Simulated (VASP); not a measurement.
Computed with PBE GGA, VASP's PBE PAW potentials (set 64) (plane waves; VASP).

A VASP calculation is set up with these files.

### INCAR
```
PREC = Accurate
SYSTEM = WC
LCHARG = F
POTIM = 0.015   # step
EDIFF = 1E-7
ENCUT = 650   # plane-wave cut-off (eV)
LREAL = F
ISMEAR = 1
ISIF = 3   # ions, shape and volume
LASPH = T
LMAXMIX = 6   # l cut-off of mixed one-centre charges
NSW = 1
ALGO = Normal   # blocked Davidson
LWAVE = F
NELM = 100
GGA = PE   # PBE
SIGMA = 0.1
IBRION = 6
NFREE = 2
```

File KPOINTS:
```
Automatic mesh
0
Gamma
13 13 12
0 0 0
```

### POSCAR
```
WC
1.0
  1.4624212747  -2.5329880261   0.0000000000
  1.4624212747   2.5329880261   0.0000000000
  0.0000000000   0.0000000000   2.8483751962
W C
1 1
Cartesian
  0.0000000000   0.0000000000   0.0000000000
  1.4624212747   0.8443310307   1.4241875981
```

POTCAR, in this order: W_sv C (PBE.64 set). Program: vasp_std.

The resulting files:

**OSZICAR**
```
...
DAV:   3    -0.224462748985E+02    0.48659E-02   -0.14224E-02 18446   0.158E+00    0.909E-02
DAV:   4    -0.224465403925E+02   -0.26549E-03   -0.11428E-03 14858   0.453E-01    0.359E-02
DAV:   5    -0.224469191487E+02   -0.37876E-03   -0.87030E-05 19892   0.128E-01    0.436E-03
DAV:   6    -0.224469341643E+02   -0.15016E-04   -0.64285E-06 14833   0.277E-02    0.270E-03
DAV:   7    -0.224469382485E+02   -0.40842E-05   -0.15107E-07 11469   0.435E-03    0.460E-04
DAV:   8    -0.224469375368E+02    0.71169E-06   -0.16585E-08  7404   0.164E-03    0.125E-04
DAV:   9    -0.224469376884E+02   -0.15157E-06   -0.23504E-09  7304   0.641E-04    0.557E-05
DAV:  10    -0.224469376267E+02    0.61663E-07   -0.39213E-10  7274   0.278E-04
  12 F= -.22446938E+02 E0= -.22446808E+02  d E =-.389083E-03
       N       E                     dE             d eps       ncg     rms          rms(c)
DAV:   1    -0.225016684480E+02   -0.54731E-01   -0.11461E+00 15678   0.121E+01    0.135E+00
DAV:   2    -0.224625377106E+02    0.39131E-01   -0.47904E-02 15908   0.264E+00    0.728E-01
DAV:   3    -0.224468557574E+02    0.15682E-01   -0.26698E-02 18313   0.211E+00    0.130E-01
DAV:   4    -0.224469472898E+02   -0.91532E-04   -0.16239E-03 14993   0.519E-01    0.603E-02
DAV:   5    -0.224469383965E+02    0.88933E-05   -0.24590E-05 17048   0.577E-02    0.768E-03
DAV:   6    -0.224469375812E+02    0.81530E-06   -0.27067E-06 17092   0.231E-02    0.380E-03
DAV:   7    -0.224469376294E+02   -0.48276E-07   -0.29033E-07 15926   0.627E-03
  13 F= -.22446938E+02 E0= -.22446808E+02  d E =-.389098E-03
       N       E                     dE             d eps       ncg     rms          rms(c)
DAV:   1    -0.224531168661E+02   -0.61793E-02   -0.91743E-01 17550   0.193E+01    0.594E-01
DAV:   2    -0.224543430755E+02   -0.12262E-02   -0.10467E-01 15695   0.347E+00    0.352E-01
DAV:   3    -0.224499086996E+02    0.44344E-02   -0.48924E-03 19392   0.908E-01    0.102E-01
DAV:   4    -0.224497447430E+02    0.16396E-03   -0.11315E-03 19738   0.409E-01    0.115E-02
DAV:   5    -0.224497534887E+02   -0.87457E-05   -0.47094E-05 18095   0.781E-02    0.387E-03
DAV:   6    -0.224497551837E+02   -0.16950E-05   -0.66578E-07 17690   0.939E-03    0.138E-03
DAV:   7    -0.224497554022E+02   -0.21851E-06   -0.56677E-08  9715   0.367E-03    0.310E-04
DAV:   8    -0.224497554637E+02   -0.61455E-07   -0.76638E-09  8035   0.105E-03
  14 F= -.22449755E+02 E0= -.22449638E+02  d E =-.352670E-03
       N       E                     dE             d eps       ncg     rms          rms(c)
DAV:   1    -0.224383072730E+02    0.11448E-01   -0.10445E+00 19937   0.219E+01    0.428E-01
DAV:   2    -0.224497900289E+02   -0.11483E-01   -0.13541E-01 16240   0.359E+00    0.206E-01
DAV:   3    -0.224497571834E+02    0.32846E-04   -0.94417E-04 18601   0.344E-01    0.927E-02
DAV:   4    -0.224497555959E+02    0.15874E-05   -0.80304E-05 17230   0.115E-01    0.136E-02
DAV:   5    -0.224497554460E+02    0.14996E-06   -0.77046E-06 17323   0.417E-02    0.265E-03
DAV:   6    -0.224497554670E+02   -0.20987E-07   -0.46041E-07 17510   0.828E-03
  15 F= -.22449755E+02 E0= -.22449638E+02  d E =-.352672E-03
       N       E                     dE             d eps       ncg     rms          rms(c)
DAV:   1    -0.224388019954E+02    0.10953E-01   -0.10377E+00  7339   0.242E+01    0.296E-01
DAV:   2    -0.224502080867E+02   -0.11406E-01   -0.12419E-01  5677   0.370E+00    0.151E-01
DAV:   3    -0.224500668357E+02    0.14125E-03   -0.74667E-04  6777   0.332E-01    0.780E-02
DAV:   4    -0.224499336272E+02    0.13321E-03   -0.12972E-04  6679   0.175E-01    0.101E-02
DAV:   5    -0.224499206370E+02    0.12990E-04   -0.17340E-05  6087   0.458E-02    0.421E-03
DAV:   6    -0.224499128357E+02    0.78013E-05   -0.19844E-06  6652   0.202E-02    0.106E-03
DAV:   7    -0.224499124694E+02    0.36633E-06   -0.27806E-07  5847   0.571E-03    0.533E-04
DAV:   8    -0.224499122460E+02    0.22333E-06   -0.13005E-08  2936   0.181E-03    0.113E-04
DAV:   9    -0.224499122274E+02    0.18677E-07   -0.29307E-09  2841   0.660E-04
  16 F= -.22449912E+02 E0= -.22449785E+02  d E =-.380196E-03
       N       E                     dE             d eps       ncg     rms          rms(c)
DAV:   1    -0.224345486933E+02    0.15364E-01   -0.13950E+00  7007   0.230E+01    0.428E-01
DAV:   2    -0.224499856584E+02   -0.15437E-01   -0.17231E-01  6115   0.374E+00    0.210E-01
DAV:   3    -0.224499215806E+02    0.64078E-04   -0.10569E-03  6562   0.341E-01    0.100E-01
DAV:   4    -0.224499108162E+02    0.10764E-04   -0.13422E-04  6505   0.132E-01    0.192E-02
DAV:   5    -0.224499121472E+02   -0.13310E-05   -0.17371E-05  6232   0.354E-02    0.667E-03
DAV:   6    -0.224499122806E+02   -0.13339E-06   -0.64435E-07  6552   0.822E-03    0.110E-03
DAV:   7    -0.224499122658E+02    0.14784E-07   -0.89531E-08  3629   0.334E-03
  17 F= -.22449912E+02 E0= -.22449786E+02  d E =-.380191E-03
       N       E                     dE             d eps       ncg     rms          rms(c)
DAV:   1    -0.224428162362E+02    0.70960E-02   -0.10282E+00 15960   0.190E+01    0.259E-01
DAV:   2    -0.224499529591E+02   -0.71367E-02   -0.77069E-02 16060   0.286E+00    0.152E-01
DAV:   3    -0.224497559872E+02    0.19697E-03   -0.94955E-04 18090   0.386E-01    0.226E-02
DAV:   4    -0.224497584803E+02   -0.24931E-05   -0.11551E-04 16450   0.962E-02    0.174E-02
DAV:   5    -0.224497553527E+02    0.31276E-05   -0.84941E-06 19551   0.493E-02    0.168E-03
DAV:   6    -0.224497554568E+02   -0.10410E-06   -0.13383E-06 16090   0.108E-02    0.837E-04
DAV:   7    -0.224497554551E+02    0.16726E-08   -0.21989E-08  8455   0.270E-03
  18 F= -.22449755E+02 E0= -.22449638E+02  d E =-.352666E-03
       N       E                     dE             d eps       ncg     rms          rms(c)
DAV:   1    -0.224512246635E+02   -0.14692E-02   -0.10489E+00 15795   0.647E+00    0.411E-01
DAV:   2    -0.224501535131E+02    0.10712E-02   -0.62606E-03 18655   0.681E-01    0.202E-01
DAV:   3    -0.224497396458E+02    0.41387E-03   -0.12696E-03 17491   0.320E-01    0.347E-02
DAV:   4    -0.224497556046E+02   -0.15959E-04   -0.18455E-04 17125   0.108E-01    0.287E-02
DAV:   5    -0.224497554074E+02    0.19722E-06   -0.31952E-06 18078   0.278E-02    0.203E-03
DAV:   6    -0.224497554508E+02   -0.43421E-07   -0.43325E-07 16375   0.658E-03
  19 F= -.22449755E+02 E0= -.22449638E+02  d E =-.352655E-03
       N       E                     dE             d eps       ncg     rms          rms(c)
DAV:   1    -0.224505334187E+02   -0.77801E-03   -0.10062E+00  5642   0.704E+00    0.279E-01
DAV:   2    -0.224502263435E+02    0.30708E-03   -0.57563E-03  7107   0.655E-01    0.147E-01
DAV:   3    -0.224499194760E+02    0.30687E-03   -0.81110E-04  6420   0.247E-01    0.320E-02
DAV:   4    -0.224499158948E+02    0.35812E-05   -0.12331E-04  6452   0.965E-02    0.190E-02
DAV:   5    -0.224499116357E+02    0.42590E-05   -0.13397E-05  6742   0.416E-02    0.493E-03
DAV:   6    -0.224499124048E+02   -0.76906E-06   -0.39925E-06  6552   0.163E-02    0.141E-03
DAV:   7    -0.224499123854E+02    0.19348E-07   -0.32134E-07  5567   0.628E-03
  20 F= -.22449912E+02 E0= -.22449786E+02  d E =-.380205E-03
       N       E                     dE             d eps       ncg     rms          rms(c)
DAV:   1    -0.224520987115E+02   -0.21863E-02   -0.14100E+00  5887   0.697E+00    0.430E-01
DAV:   2    -0.224504385917E+02    0.16601E-02   -0.88260E-03  6827   0.841E-01    0.210E-01
DAV:   3    -0.224498960975E+02    0.54249E-03   -0.19300E-03  6338   0.375E-01    0.417E-02
DAV:   4    -0.224499124262E+02   -0.16329E-04   -0.23143E-04  6402   0.140E-01    0.308E-02
DAV:   5    -0.224499123066E+02    0.11960E-06   -0.46423E-06  6723   0.373E-02    0.757E-03
DAV:   6    -0.224499122981E+02    0.85620E-08   -0.51360E-07  5877   0.828E-03
  21 F= -.22449912E+02 E0= -.22449786E+02  d E =-.380211E-03
```

OUTCAR:
```
------------------------ aborting loop because EDIFF is reached ----------------------------------------
  FORCE on cell =-STRESS in cart. coord.  units (eV):
  Direction    XX          YY          ZZ          XY          YZ          ZX
  --------------------------------------------------------------------------------------
  Total       -0.0020018     -0.0020018     -0.0002278     -0.0000000     -0.0000000      0.0000000
  in kB       -0.1519833     -0.1519833     -0.0172942     -0.0000000     -0.0000000      0.0000000
  external PRESSURE =      -0.1070869 kB  Pullay stress =       0.0000000 kB
  volume of cell :       21.10
      direct lattice vectors                 reciprocal lattice vectors
     1.462421275 -2.532988026  0.000000000     0.341898746 -0.197395327  0.000000000
     1.462421275  2.532988026  0.000000000     0.341898746  0.197395327  0.000000000
     0.000000000  0.000000000  2.848375196     0.000000000  0.000000000  0.351077344
 POSITION                                       TOTAL-FORCE (eV/Angst)
 -----------------------------------------------------------------------------------
      0.00000      0.00000      0.00000         0.000000      0.000000     -0.197316
      1.46242      0.84433      1.40919         0.000000     -0.000000      0.197316
 -----------------------------------------------------------------------------------
    total drift:                                0.000003     -0.000388     -0.000244
  FREE ENERGIE OF THE ION-ELECTRON SYSTEM (eV)
  ---------------------------------------------------
  free  energy   TOTEN  =       -22.4499122981 eV

  energy  without entropy=      -22.4495320870  energy(sigma->0) =      -22.44978556

   1 f  =   17.737249 THz   111.446422 2PiTHz  591.650940 cm-1    73.355334 meV
             X         Y         Z           dx          dy          dz
      0.000000  0.000000  0.000000     0.000000   -0.247626    0.000000
      1.462421  0.844331  1.424188    -0.000000    0.968856    0.000000

   2 f  =   17.737248 THz   111.446419 2PiTHz  591.650922 cm-1    73.355332 meV
             X         Y         Z           dx          dy          dz
      0.000000  0.000000  0.000000     0.247626    0.000000   -0.000000
      1.462421  0.844331  1.424188    -0.968856   -0.000000   -0.000000

   3 f  =   16.877659 THz   106.045461 2PiTHz  562.978117 cm-1    69.800359 meV
             X         Y         Z           dx          dy          dz
      0.000000  0.000000  0.000000     0.000000   -0.000000   -0.247572
      1.462421  0.844331  1.424188    -0.000000   -0.000000    0.968870

   4 f/i=    0.000198 THz     0.001241 2PiTHz    0.006588 cm-1     0.000817 meV
             X         Y         Z           dx          dy          dz
      0.000000  0.000000  0.000000    -0.908043   -0.337845   -0.000000
      1.462421  0.844331  1.424188    -0.232083   -0.086348   -0.000000

   5 f/i=    0.000198 THz     0.001241 2PiTHz    0.006588 cm-1     0.000817 meV
             X         Y         Z           dx          dy          dz
      0.000000  0.000000  0.000000     0.337845   -0.908043   -0.000000
      1.462421  0.844331  1.424188     0.086348   -0.232083   -0.000000

   6 f/i=    0.001135 THz     0.007132 2PiTHz    0.037860 cm-1     0.004694 meV
             X         Y         Z           dx          dy          dz
      0.000000  0.000000  0.000000    -0.000000    0.000000   -0.968870
      1.462421  0.844331  1.424188    -0.000000    0.000000   -0.247572

 ELASTIC MODULI CONTR FROM IONIC RELAXATION (kBar)
 Direction    XX          YY          ZZ          XY          YZ          ZX
 --------------------------------------------------------------------------------
 XX        -179.3812    179.3813     -0.0000      0.0000      0.0000      0.0000
 YY         179.3813   -179.3813      0.0000     -0.0000      0.0000     -0.0000
 ZZ          -0.0000      0.0000     -0.0000      0.0000      0.0000      0.0000
 XY           0.0000     -0.0000      0.0000   -179.3813      0.0000      0.0000
 YZ           0.0000      0.0000      0.0000      0.0000      0.0000      0.0000
 ZX           0.0000     -0.0000      0.0000      0.0000      0.0000     -0.0000
 --------------------------------------------------------------------------------

 TOTAL ELASTIC MODULI (kBar)
 Direction    XX          YY          ZZ          XY          YZ          ZX
 --------------------------------------------------------------------------------
 XX        6700.1561   2596.0200   1703.9892      0.0000      0.0000     -0.0000
 YY        2596.0200   6700.1569   1703.9893     -0.0000      0.0000     -0.0000
 ZZ        1703.9892   1703.9893   9312.2902      0.0000      0.0000      0.0000
 XY           0.0000     -0.0000      0.0000   2052.0683     -0.0000      0.0000
 YZ           0.0000      0.0000      0.0000      0.0000   2998.1301      0.0000
 ZX          -0.0000     -0.0000     -0.0000      0.0000      0.0000   2998.1295
 --------------------------------------------------------------------------------
```
(Selected blocks of OUTCAR.)

Tensors are in the Cartesian frame of the cell as typed. Finite-difference elastic constants of metals are sensitive to mesh and smearing; shear constants can be off by tens of GPa.

The compound is WC in the wc structure. It was relaxed first.
